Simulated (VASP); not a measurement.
Method: PBEsol GGA with spin-orbit coupling, VASP's PBE PAW potentials (set 64) (plane waves; VASP 6.6.1).

VASP ran on this input.

### POSCAR
```
PbS
1
    0.0000000000     2.9499783817     2.9499783817
    2.9499783817     0.0000000000     2.9499783817
    2.9499783817     2.9499783817     0.0000000000
Pb S
1 1
Direct
  0.0000000000   0.0000000000   0.0000000000
  0.5000000000   0.5000000000   0.5000000000
```

KPOINTS:
```
Automatic mesh
0
Gamma
7 7 7
0 0 0
```

**INCAR**
```
SYSTEM = PbS
PREC = Accurate; ENCUT = 400; LREAL = .FALSE.
LASPH = .TRUE.
EDIFF = 1E-6; NELM = 100; ALGO = Normal
LMAXMIX = 4
ISMEAR = 0; SIGMA = 0.05
GGA = PS; GGA_COMPAT = .FALSE.
MAGMOM = 6*0; LSORBIT = .TRUE.
LWAVE = .FALSE.; LCHARG = .FALSE.
```

File KPOINTS_OPT:
```
k-points along high-symmetry lines
8
Line-mode
Reciprocal
  0.000000   0.000000   0.000000 ! GAMMA
  0.500000   0.000000   0.500000 ! X

  0.500000   0.000000   0.500000 ! X
  0.625000   0.250000   0.625000 ! U

  0.375000   0.375000   0.750000 ! K
  0.000000   0.000000   0.000000 ! GAMMA

  0.000000   0.000000   0.000000 ! GAMMA
  0.500000   0.500000   0.500000 ! L

  0.500000   0.500000   0.500000 ! L
  0.500000   0.250000   0.750000 ! W

  0.500000   0.250000   0.750000 ! W
  0.500000   0.000000   0.500000 ! X
```

POTCAR, in this order: Pb_d S (PBE.64 set). Program: vasp_ncl.

Output of the run:

**OUTCAR**
```
 ion  position               nearest neighbor table
   1  0.000  0.000  0.000-   2 2.95   2 2.95   2 2.95   2 2.95   2 2.95   2 2.95
   2  0.500  0.500  0.500-   1 2.95   1 2.95   1 2.95   1 2.95   1 2.95   1 2.95
  LATTYP: Found a face centered cubic cell.
 ALAT       =     5.8999567634
 Subroutine PRICEL returns:
 Original cell was already a primitive cell.
 Subroutine GETGRP returns: Found 48 space group operations
The static configuration has the point symmetry O_h .
The dynamic configuration has the point symmetry O_h .
The overall configuration has the point symmetry O_h .
 Subroutine INISYM returns: Found 48 space group operations
 Subroutine IBZKPT returns following result:
 Found     20 irreducible k-points:

 Following reciprocal coordinates:
            Coordinates               Weight
  0.000000  0.000000  0.000000      1.000000
  0.142857  0.000000  0.000000      8.000000
  0.285714  0.000000  0.000000      8.000000
  0.428571  0.000000  0.000000      8.000000
  0.142857  0.142857  0.000000      6.000000
  0.285714  0.142857  0.000000     24.000000
  0.428571  0.142857  0.000000     24.000000
 -0.428571  0.142857  0.000000     24.000000
 -0.285714  0.142857  0.000000     24.000000
 -0.142857  0.142857  0.000000     12.000000
  0.285714  0.285714  0.000000      6.000000
  0.428571  0.285714  0.000000     24.000000
 -0.428571  0.285714  0.000000     24.000000
 -0.285714  0.285714  0.000000     12.000000
  0.428571  0.428571  0.000000      6.000000
 -0.428571  0.428571  0.000000     12.000000
  0.428571  0.285714  0.142857     24.000000
 -0.428571  0.285714  0.142857     48.000000
 -0.428571  0.428571  0.142857     24.000000
 -0.285714  0.428571  0.142857     24.000000
   k-points           NKPTS =     20   k-points in BZ     NKDIM =     20   number of bands    NBANDS=     28
   number of dos      NEDOS =    301   number of ions     NIONS =      2
   total plane-waves  NPLWV =  21952
   dimension x,y,z NGX =    28 NGY =   28 NGZ =   28
   dimension x,y,z NGXF=    56 NGYF=   56 NGZF=   56
   ions per type =               1   1
   PREC   = accura    normal or accurate (medium, high low for compatibility)
   ISTART =      0    job   : 0-new  1-cont  2-samecut
   ICHARG =      2    charge: 1-file 2-atom 10-const
   ISPIN  =      1    spin polarized calculation?
   LNONCOLLINEAR =      T non collinear calculations
   LSORBIT =      T    spin-orbit coupling
   INIWAV =      1    electr: 0-lowe 1-rand  2-diag
   ENCUT  =  400.0 eV  29.40 Ry    5.42 a.u.   6.80  6.80  6.80*2*pi/ulx,y,z
   NELM   =    100;   NELMIN=  2; NELMDL= -5     # of ELM steps
   EDIFF  = 0.1E-05   stopping-criterion for ELM
   LREAL  =      F    real-space projection
   NLSPLINE    = F    spline interpolate recip. space projectors
   LMAXMIX     =    4 max onsite mixed and CHGCAR
   VOSKOWN=      0    Vosko Wilk Nusair interpolation
   EDIFFG = 0.1E-04   stopping-criterion for IOM
   NSW    =      0    number of steps for IOM
   NBLOCK =      1;   KBLOCK =      1    inner block; outer block
   IBRION =     -1    ionic relax: 0-MD 1-quasi-New 2-CG
   NFREE  =      0    steps in history (QN), initial steepest desc. (CG)
   ISIF   =      2    stress and relaxation
   ISYM   =      2    0-nonsym 1-usesym 2-fastsym
   TEIN   =    0.0    initial temperature
   TEBEG  =    0.0;   TEEND  =   0.0 temperature during run
   SMASS  =  -3.00    Nose mass-parameter (am)
   PSTRESS=    0.0 pullay stress
   NELECT =      20.0000    total number of electrons
   EFERMI =   0.00;   METHOD = LEGACY
   ISMEAR =     0;   SIGMA  =   0.05  broadening in eV -4-tet -1-fermi 0-gaus
   IALGO  =     38    algorithm
   LDIAG  =      T    sub-space diagonalisation (order eigenvalues)
   IMIX   =      4    mixing-type and parameters
     AMIX     =   0.40;   BMIX     =  1.00
...
```

OSZICAR:
```
       N       E                     dE             d eps       ncg     rms          rms(c)
DAV:   1     0.190884792715E+03    0.19088E+03   -0.80885E+03  1120   0.128E+03
DAV:   2     0.105053641726E+02   -0.18038E+03   -0.17479E+03  1144   0.369E+02
DAV:   3    -0.933084782731E+01   -0.19836E+02   -0.19275E+02  1496   0.144E+02
DAV:   4    -0.101540462658E+02   -0.82320E+00   -0.82067E+00  1388   0.304E+01
DAV:   5    -0.101869515718E+02   -0.32905E-01   -0.32900E-01  1652   0.601E+00    0.449E+00
DAV:   6    -0.984188419605E+01    0.34507E+00   -0.85579E-01  1604   0.940E+00    0.291E+00
DAV:   7    -0.984579126116E+01   -0.39071E-02   -0.14891E-01  1304   0.231E+00    0.171E+00
DAV:   8    -0.984679465814E+01   -0.10034E-02   -0.21569E-02  1508   0.182E+00    0.446E-01
DAV:   9    -0.984537920932E+01    0.14154E-02   -0.35280E-03  1540   0.674E-01    0.172E-01
DAV:  10    -0.984537368441E+01    0.55249E-05   -0.12788E-03  1528   0.302E-01    0.500E-02
DAV:  11    -0.984540340537E+01   -0.29721E-04   -0.14134E-04  1232   0.887E-02    0.458E-02
DAV:  12    -0.984540365644E+01   -0.25108E-06   -0.14373E-05  1348   0.500E-02    0.791E-03
DAV:  13    -0.984540352695E+01    0.12950E-06   -0.94314E-07   856   0.138E-02
   1 F= -.98454035E+01 E0= -.98454035E+01  d E =-.714494E-11  mag=     0.0000     0.0000     0.0000
       N       E                     dE             ncg
       N       E                     dE             ncg
       N       E                     dE             ncg
```

OUTCAR:
```
------------------------ aborting loop because EDIFF is reached ----------------------------------------
  FORCE on cell =-STRESS in cart. coord.  units (eV):
  Direction    XX          YY          ZZ          XY          YZ          ZX
  --------------------------------------------------------------------------------------
  Total       -0.1096016     -0.1096016     -0.1096016     -0.0000000     -0.0000000      0.0000000
  in kB       -3.4201165     -3.4201165     -3.4201165     -0.0000000     -0.0000000      0.0000000
  external PRESSURE =      -3.4201165 kB  Pullay stress =       0.0000000 kB
  volume of cell :       51.34
      direct lattice vectors                 reciprocal lattice vectors
     0.000000000  2.949978382  2.949978382    -0.169492768  0.169492768  0.169492768
     2.949978382  0.000000000  2.949978382     0.169492768 -0.169492768  0.169492768
     2.949978382  2.949978382  0.000000000     0.169492768  0.169492768 -0.169492768
  FREE ENERGIE OF THE ION-ELECTRON SYSTEM (eV)
  ---------------------------------------------------
  free  energy   TOTEN  =        -9.8454035269 eV

  energy  without entropy=       -9.8454035269  energy(sigma->0) =       -9.84540353

 Ion:    1  E_soc:     -0.8042785

 Ion:    2  E_soc:     -0.0039574
```
(Selected blocks of OUTCAR.)

The compound is PbS in the rock salt structure. It was relaxed first.
